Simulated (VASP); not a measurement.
All values below come from RPBE GGA, VASP's PBE PAW potentials (set 64) (plane waves; VASP).

A VASP calculation is set up with these files.

### INCAR
```
# general
SYSTEM  = Ta2N
PREC    = Accurate
ENCUT   = 400
LREAL   = .FALSE.
LASPH   = .TRUE.

# electronic loop
EDIFF   = 1E-6
NELM    = 100
ALGO    = Normal
LMAXMIX = 6

# smearing
ISMEAR  = 1
SIGMA   = 0.272

# functional
GGA     = RP

# ions
ISIF    = 2

# output
LWAVE   = .FALSE.
LCHARG  = .FALSE.
```

POSCAR:
```
Ta2N
1
    2.8916510000     0.0000000000     0.0000000000
   -1.4458250000     2.5042430000     0.0000000000
    0.0000000000     0.0000000000    16.3510660000
N Ta
1 2
Direct
  0.0000000000   0.0000000000   0.5000000000
  0.3333330000   0.6666670000   0.5718930000
  0.6666670000   0.3333330000   0.4281070000
```

### KPOINTS
```
Automatic mesh
0
Gamma
9 9 1
0 0 0
```

POTCAR, in this order: N Ta_pv (PBE.64 set). Program: vasp_std.

The cell holds a wide vacuum, so values per volume refer to the whole cell. Unless said otherwise, spin-orbit coupling is left out, though it shifts the bands of the heavy elements here.

Task: What does the run give for the energy per atom (σ→0), largest force, band gap (on the k-mesh)?

Result: 
```
Quantity                                                     Value
------------------------  ----------------------------------------
energy per atom (σ→0)                               -9.620 eV/atom
band gap (on the k-mesh)  none (metal, semimetal or under 0.01 eV)
largest force                                      0.12351 Ry/bohr
```

OSZICAR:
```
...
DAV:  14    -0.288634284595E+02   -0.48818E-04   -0.13846E-04   452   0.518E-02    0.124E-02
DAV:  15    -0.288635080088E+02   -0.79549E-04   -0.15362E-05   502   0.238E-02    0.701E-03
DAV:  16    -0.288636286506E+02   -0.12064E-03   -0.99786E-06   337   0.203E-02    0.257E-03
DAV:  17    -0.288636593210E+02   -0.30670E-04   -0.24403E-06   404   0.754E-03    0.199E-03
DAV:  18    -0.288636754801E+02   -0.16159E-04   -0.15356E-06   332   0.425E-03    0.431E-04
DAV:  19    -0.288636781052E+02   -0.26251E-05   -0.25975E-07   296   0.187E-03    0.312E-04
DAV:  20    -0.288636783686E+02   -0.26335E-06   -0.18191E-08   225   0.770E-04
   1 F= -.28863678E+02 E0= -.28861196E+02  d E =-.744788E-02
```

The cell is a sheet with vacuum, built from a generated structure.
